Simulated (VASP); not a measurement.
Output of a VASP run:

OSZICAR:
```
       N       E                     dE             d eps       ncg     rms          rms(c)
DAV:   1     0.817327660716E+02    0.81733E+02   -0.68928E+03   638   0.116E+03
DAV:   2     0.148485192173E+01   -0.80248E+02   -0.75989E+02   685   0.237E+02
DAV:   3    -0.523214685734E+01   -0.67170E+01   -0.66706E+01   770   0.699E+01
DAV:   4    -0.543461872732E+01   -0.20247E+00   -0.20232E+00   759   0.128E+01
DAV:   5    -0.544087151881E+01   -0.62528E-02   -0.62526E-02   758   0.234E+00    0.167E+00
DAV:   6    -0.538331656634E+01    0.57555E-01   -0.80823E-02   737   0.194E+00    0.114E+00
DAV:   7    -0.537509562108E+01    0.82209E-02   -0.70816E-02   740   0.167E+00    0.583E-01
DAV:   8    -0.537701762601E+01   -0.19220E-02   -0.49792E-03   674   0.693E-01    0.155E-01
DAV:   9    -0.537698473576E+01    0.32890E-04   -0.15029E-04   728   0.139E-01    0.401E-02
DAV:  10    -0.537699794561E+01   -0.13210E-04   -0.39805E-05   740   0.795E-02    0.750E-03
DAV:  11    -0.537699807244E+01   -0.12683E-06   -0.49950E-06   686   0.267E-02    0.252E-03
DAV:  12    -0.537699829934E+01   -0.22690E-06   -0.61851E-07   713   0.601E-03    0.115E-03
DAV:  13    -0.537699834231E+01   -0.42979E-07   -0.92633E-09   430   0.123E-03
   1 F= -.57057993E+01 E0= -.57057993E+01  d E =0.000000E+00
```

File OUTCAR:
```
------------------------ aborting loop because EDIFF is reached ----------------------------------------
  Edisp (eV):   -0.32880
  FORCE on cell =-STRESS in cart. coord.  units (eV):
  Direction    XX          YY          ZZ          XY          YZ          ZX
  --------------------------------------------------------------------------------------
  Total      -0.00813    -0.00813    -0.00813     0.00000    -0.00000    -0.00000
  in kB      -0.19759    -0.19759    -0.19759     0.00000    -0.00000    -0.00000
  external pressure =       -0.20 kB  Pullay stress =        0.00 kB
  volume of cell :       65.92
      direct lattice vectors                 reciprocal lattice vectors
     0.000000000  3.206266260  3.206266260    -0.155944628  0.155944628  0.155944628
     3.206266260  0.000000000  3.206266260     0.155944628 -0.155944628  0.155944628
     3.206266260  3.206266260  0.000000000     0.155944628  0.155944628 -0.155944628
  FREE ENERGIE OF THE ION-ELECTRON SYSTEM (eV)
  ---------------------------------------------------
  free  energy   TOTEN  =        -5.7057992607 eV

  energy  without entropy=       -5.7057992607  energy(sigma->0) =       -5.70579926

 total charge

# of ion       s       p       d       tot
------------------------------------------
    1        0.044   5.974   0.000   6.018
    2        1.494   2.859   0.003   4.356
--------------------------------------------------
tot          1.538   8.833   0.003  10.374
```
(Selected blocks of OUTCAR.)

**POSCAR**
```
NaI
1
    0.0000000000     3.2062662598     3.2062662598
    3.2062662598     0.0000000000     3.2062662598
    3.2062662598     3.2062662598     0.0000000000
Na I
1 1
Direct
  0.0000000000   0.0000000000   0.0000000000
  0.5000000000   0.5000000000   0.5000000000
```

**Question.** Write an INCAR and KPOINTS that could have produced this output.

**Answer.** One answer among several that fit: the input of the run itself, PBE GGA with D4 dispersion, plane waves, VASP's PBE PAW potentials (set 64).

**INCAR**
```
SYSTEM = NaI
PREC = Accurate; ENCUT = 520; LREAL = .False.
LASPH = .True.
EDIFF = 1E-7; NELM = 100; ALGO = Normal
LMAXMIX = 4
ISMEAR = -5
GGA = PE; IVDW = 13
ISIF = 2
LWAVE = .False.; LCHARG = .True.; LORBIT = 11
NEDOS = 601
```

### KPOINTS
```
kpoints
0
Gamma
 8 8 8
0 0 0
```

POTCAR, in this order: Na_pv I (PBE.64 set). Program: vasp_std.

The compound is NaI in the rock salt structure. It was relaxed first.
